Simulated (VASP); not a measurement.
The system is Ca.

```
Ca
1.0
     0.00000    2.76431    2.76431
     2.76431    0.00000    2.76431
     2.76431    2.76431    0.00000
Ca
1
Cartesian
  0.0000 0.0000 0.0000
```

Program: VASP 6.6.1. Alike in all runs: task single point; no spin polarisation; cell as given; smearing methfessel-paxton 0.1 eV. Hardware: 4 MPI ranks on Intel(R) Xeon(R) Platinum 8375C CPU @ 2.90GHz (Ice Lake), with other jobs on the host.

Task: Order these runs on this cell by their wall time, lowest first.
A. level PBEsol; potentials or basis VASP PAW PBE potentials, release 64 (Ca_sv); k mesh 13 × 13 × 13; cutoff (eV) 300; further INCAR settings ALGO = Fast; EDIFF = 1e-06
B. level LDA; potentials or basis VASP PAW LDA potentials, release 64 (Ca_sv); k mesh 13 × 13 × 13; cutoff (eV) 450; further INCAR settings ALGO = Fast; EDIFF = 1e-06
C. level r2SCAN; potentials or basis VASP PAW PBE potentials, release 64 (Ca_sv); k mesh 13 × 13 × 13; cutoff (eV) 450; further INCAR settings ALGO = Normal; EDIFF = 1e-06
D. level HSE06; potentials or basis VASP PAW PBE potentials, release 64 (Ca_sv); k mesh 7 × 7 × 7; cutoff (eV) 450; grid for exact exchange (PRECFOCK) Fast; screening parameter 0.2 1/A; further INCAR settings ALGO = Normal; EDIFF = 1e-06

Result: A (4.7 s), B (9.6 s), C (38 s), D (96 s).

Runs at the PBE level aren't shown here.
